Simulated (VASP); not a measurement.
**P2C under changes of volume**

One of the cells (12.560 Å³/atom); the others are scaled copies at fixed shape and fractional positions:

```xyz
3
Lattice="0.0000 2.5564 3.2051 2.2993 0.0000 3.2051 2.2993 2.5564 0.0000" Properties=species:S:1:pos:R:3 pbc="T T T"
P     1.1496    0.0000    1.6025
P     1.1496    2.5564    1.6025
C     2.2993    2.5564    3.2051
```

The cell was built by a generator and needn't be a form met in nature.

- Program: VASP 6.6.1
- Functional: PBE
- Potentials or basis: VASP PAW PBE potentials, release 64 (P, C)
- Cutoff: 520 eV
- k mesh: 9 × 9 × 9
- Occupations: fermi-dirac, width 0.05 eV
- Spin: no spin polarisation

```csv
volume (Å³/atom),energy over the lowest point (meV/atom),pressure (GPa)
11.574,?,?
11.821,4.98,4.6
12.067,0.00,1.8
12.560,2.09,-3.0
12.806,8.20,-4.9
13.052,17.04,-6.6
```

Q: What does the run at 11.574 Å³/atom give?

A: Energy over the lowest point 14.63 meV/atom; pressure 7.9 GPa.

Worked out: A Birch-Murnaghan fit of order 3 (a polynomial in V^(-2/3)) to the other rows has its minimum at 12.24 Å³/atom with B0 = V·E''(V) = 124 GPa and B' = 5.8 at fixed shape and positions, which overstates the stiffness. It gives 14.84 meV/atom at 11.574 Å³/atom, against the run's 14.63, and -dE/dV = 8.1 GPa, against 7.9.

Energies are extrapolated to zero smearing.
